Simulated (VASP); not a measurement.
Output of a VASP run:

File OSZICAR:
```
       N       E                     dE             d eps       ncg     rms          rms(c)
DAV:   1     0.228347742404E+03    0.22835E+03   -0.11398E+04   936   0.196E+03
DAV:   2     0.242087412798E+02   -0.20414E+03   -0.20012E+03  1328   0.310E+02
DAV:   3    -0.170953349983E+02   -0.41304E+02   -0.38741E+02  1272   0.143E+02
DAV:   4    -0.185511492149E+02   -0.14558E+01   -0.14556E+01  1336   0.331E+01
DAV:   5    -0.186423980184E+02   -0.91249E-01   -0.91241E-01  1560   0.686E+00    0.411E+01
DAV:   6    -0.400243434893E+02   -0.21382E+02   -0.14797E+02  1040   0.141E+02    0.167E+01
DAV:   7    -0.382767045290E+02    0.17476E+01   -0.18171E+01  1384   0.391E+01    0.710E+00
DAV:   8    -0.387862751845E+02   -0.50957E+00   -0.18774E+01  1400   0.450E+01    0.100E+01
DAV:   9    -0.379976623505E+02    0.78861E+00   -0.75690E+00  1280   0.198E+01    0.432E+00
DAV:  10    -0.381471380892E+02   -0.14948E+00   -0.69832E-01  1400   0.706E+00    0.353E+00
DAV:  11    -0.380121484678E+02    0.13499E+00   -0.10299E+00  1344   0.781E+00    0.713E-01
DAV:  12    -0.380131194957E+02   -0.97103E-03   -0.89301E-02  1128   0.318E+00    0.561E-01
DAV:  13    -0.380224429008E+02   -0.93234E-02   -0.26747E-02  1144   0.202E+00    0.707E-01
DAV:  14    -0.380231973237E+02   -0.75442E-03   -0.23478E-02  1224   0.147E+00    0.145E-01
DAV:  15    -0.380267676098E+02   -0.35703E-02   -0.35200E-03  1128   0.652E-01    0.174E-01
DAV:  16    -0.380266801735E+02    0.87436E-04   -0.10074E-03  1440   0.325E-01    0.110E-01
DAV:  17    -0.380266974326E+02   -0.17259E-04   -0.34613E-05  1344   0.501E-02    0.110E-01
DAV:  18    -0.380267050988E+02   -0.76662E-05   -0.38059E-06  1680   0.123E-02    0.111E-01
DAV:  19    -0.380266018260E+02    0.10327E-03   -0.13946E-03  1376   0.284E-01    0.229E-02
DAV:  20    -0.380266142171E+02   -0.12391E-04   -0.74414E-05   984   0.773E-02    0.633E-03
DAV:  21    -0.380266174885E+02   -0.32713E-05   -0.84418E-06  1792   0.231E-02    0.800E-03
DAV:  22    -0.380266191945E+02   -0.17060E-05   -0.14884E-06  1128   0.118E-02    0.789E-03
DAV:  23    -0.380266198154E+02   -0.62089E-06   -0.16882E-06  1208   0.130E-02    0.439E-03
DAV:  24    -0.380266192746E+02    0.54075E-06   -0.10565E-07   600   0.373E-03    0.361E-03
DAV:  25    -0.380266193430E+02   -0.68304E-07   -0.35196E-08   568   0.221E-03
   1 F= -.38026619E+02 E0= -.38026619E+02  d E =0.000000E+00
       N       E                     dE             ncg
       N       E                     dE             ncg
       N       E                     dE             ncg
```

File OUTCAR:
```
------------------------ aborting loop because EDIFF is reached ----------------------------------------
  FORCE on cell =-STRESS in cart. coord.  units (eV):
  Direction    XX          YY          ZZ          XY          YZ          ZX
  --------------------------------------------------------------------------------------
  Total        0.0193256      0.0193256      0.0193256     -0.0000000     -0.0000000      0.0000000
  in kB        0.7668293      0.7668293      0.7668293     -0.0000000     -0.0000000      0.0000000
  external PRESSURE =       0.7668293 kB  Pullay stress =       0.0000000 kB
  volume of cell :       40.38
      direct lattice vectors                 reciprocal lattice vectors
     0.000000000  2.722940679  2.722940679    -0.183625007  0.183625007  0.183625007
     2.722940679  0.000000000  2.722940679     0.183625007 -0.183625007  0.183625007
     2.722940679  2.722940679  0.000000000     0.183625007  0.183625007 -0.183625007
 POSITION                                       TOTAL-FORCE (eV/Angst)
 -----------------------------------------------------------------------------------
      0.00000      0.00000      0.00000         0.000000     -0.000000     -0.000000
      1.36147      1.36147      1.36147        -0.000000     -0.000000      0.000000
      4.08441      4.08441      4.08441         0.000000      0.000000     -0.000000
 -----------------------------------------------------------------------------------
    total drift:                                0.000000     -0.000000      0.000000
  FREE ENERGIE OF THE ION-ELECTRON SYSTEM (eV)
  ---------------------------------------------------
  free  energy   TOTEN  =       -38.0266193430 eV

  energy  without entropy=      -38.0266193430  energy(sigma->0) =      -38.02661934

 total charge

# of ion       s       p       d       f       tot
--------------------------------------------------
    1        2.038   5.825   0.859   0.917   9.639
    2        1.558   3.430   0.000   0.000   4.987
    3        1.558   3.430   0.000   0.000   4.987
--------------------------------------------------
tot          5.153  12.684   0.859   0.917  19.613

 Electric field gradients after diagonalization (V/A^2)
 (convention: |V_zz| > |V_xx| > |V_yy|)
----------------------------------------------------------------------
 ion       V_xx      V_yy      V_zz     asymmetry (V_yy - V_xx)/ V_zz
----------------------------------------------------------------------
   1      -0.000    -0.000     0.000       0.000
   2       0.001     0.001    -0.002       0.000
   3       0.001     0.001    -0.002       0.000
```
(Selected blocks of OUTCAR.)

POSCAR:
```
CeO2
1
    0.0000000000     2.7229406790     2.7229406790
    2.7229406790     0.0000000000     2.7229406790
    2.7229406790     2.7229406790     0.0000000000
Ce O
1 2
Direct
  0.0000000000   0.0000000000   0.0000000000
  0.2500000000   0.2500000000   0.2500000000
  0.7500000000   0.7500000000   0.7500000000
```

Task: Reconstruct the remaining input files.

Result: One answer among several that fit: the input of the run itself, TPSS meta-GGA, plane waves, VASP's PBE PAW potentials (set 64).

**KPOINTS_OPT**
```
k-points along high-symmetry lines
10
Line-mode
Reciprocal
  0.000000   0.000000   0.000000 ! GAMMA
  0.500000   0.000000   0.500000 ! X

  0.500000   0.000000   0.500000 ! X
  0.625000   0.250000   0.625000 ! U

  0.375000   0.375000   0.750000 ! K
  0.000000   0.000000   0.000000 ! GAMMA

  0.000000   0.000000   0.000000 ! GAMMA
  0.500000   0.500000   0.500000 ! L

  0.500000   0.500000   0.500000 ! L
  0.500000   0.250000   0.750000 ! W

  0.500000   0.250000   0.750000 ! W
  0.500000   0.000000   0.500000 ! X
```

**INCAR**
```
NEDOS  =  601
NELM  =  100   # most electronic steps
LREAL  =  .False.   # projection in real space or not
ISIF  =  2   # forces and stress, cell fixed
SYSTEM  =  CeO2
LWAVE  =  .False.
LMIXTAU  =  .True.
METAGGA  =  TPSS
ALGO  =  Normal   # blocked Davidson
EDIFF  =  1E-7   # SCF stop (eV)
ENCUT  =  520
LEFG  =  .True.
LASPH  =  .True.   # aspherical one-centre terms
ISMEAR  =  -5   # tetrahedra, Bloechl
LMAXMIX  =  6   # l cut-off of mixed one-centre charges
PREC  =  Accurate
LCHARG  =  .False.
LORBIT  =  11   # lm-projected
```

**KPOINTS**
```
Regular mesh
0
Gamma
 8 8 8
0 0 0
```

POTCAR, in this order: Ce O (PBE.64 set). Program: vasp_std.

The compound is CeO2 in the fluorite structure. It was relaxed first. The run is not spin-polarised, so no magnetic state was tried.
